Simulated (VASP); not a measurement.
OSZICAR of a VASP run on LuInO$_{3}$ (space group Pm-3m):

**OSZICAR**
```
       N       E                     dE             d eps       ncg     rms          rms(c)
DAV:   1     0.393599198846E+03    0.39360E+03   -0.16294E+04  3656   0.189E+03
DAV:   2     0.229504947012E+02   -0.37065E+03   -0.35267E+03  3656   0.800E+02
DAV:   3    -0.354862907977E+02   -0.58437E+02   -0.57484E+02  3760   0.251E+02
DAV:   4    -0.381048408855E+02   -0.26186E+01   -0.26053E+01  3480   0.444E+01
DAV:   5    -0.381976407321E+02   -0.92800E-01   -0.90644E-01  2872   0.790E+00    0.222E+01
DAV:   6    -0.322024840889E+02    0.59952E+01   -0.24563E+01  3448   0.612E+01    0.157E+01
DAV:   7    -0.322390582420E+02   -0.36574E-01   -0.26378E+00  3472   0.155E+01    0.941E+00
DAV:   8    -0.321757592063E+02    0.63299E-01   -0.43002E-01  3568   0.940E+00    0.286E+00
DAV:   9    -0.321669869561E+02    0.87723E-02   -0.58782E-02  3680   0.362E+00    0.882E-01
DAV:  10    -0.321670053608E+02   -0.18405E-04   -0.24715E-02  3432   0.201E+00    0.374E-01
DAV:  11    -0.321665839732E+02    0.42139E-03   -0.10945E-02  3624   0.125E+00    0.127E-01
DAV:  12    -0.321662156537E+02    0.36832E-03   -0.13338E-03  3400   0.430E-01    0.700E-02
DAV:  13    -0.321662184420E+02   -0.27883E-05   -0.89661E-05  3232   0.127E-01    0.363E-02
DAV:  14    -0.321662091685E+02    0.92735E-05   -0.15385E-05  3352   0.709E-02    0.141E-02
DAV:  15    -0.321662054616E+02    0.37069E-05   -0.20588E-05  2840   0.583E-02    0.750E-03
DAV:  16    -0.321662054822E+02   -0.20586E-07   -0.17569E-06  1696   0.204E-02
   1 F= -.32166205E+02 E0= -.32165747E+02  d E =-.916617E-03  mag=    -0.0000     0.0000    -0.0000
```

Problem. Which electronic solver shows in the log?

Solution. It is blocked Davidson (ALGO = Normal, or the opening steps of other solvers). The INCAR had ALGO = Normal.

Problem. How was spin treated?

Solution. With non-collinear spinors: mag has three components.

Problem. Can the final energy be trusted as converged?

Solution. The run converged. It stopped with EDIFF = 1E-6, NELM = 100 (PBEsol GGA with spin-orbit coupling, plane waves, VASP's PBE PAW potentials (set 64)).

The structure was generated: LuInO3 was put into an ordered model structure, which need not be its known phase. The cell was not relaxed at this level. The run is one of a series of settings (GGA_COMPAT = .FALSE., LNONCOLLINEAR = .TRUE., LSORBIT = .TRUE., MAGMOM = 0.0 0.0 0.0 0.0 0.0 0.0 0.0 0.0 0.0 0.0 0.0 0.0 0.0 0.0 0.0, program vasp_ncl against the base run), some of them coarse on purpose.
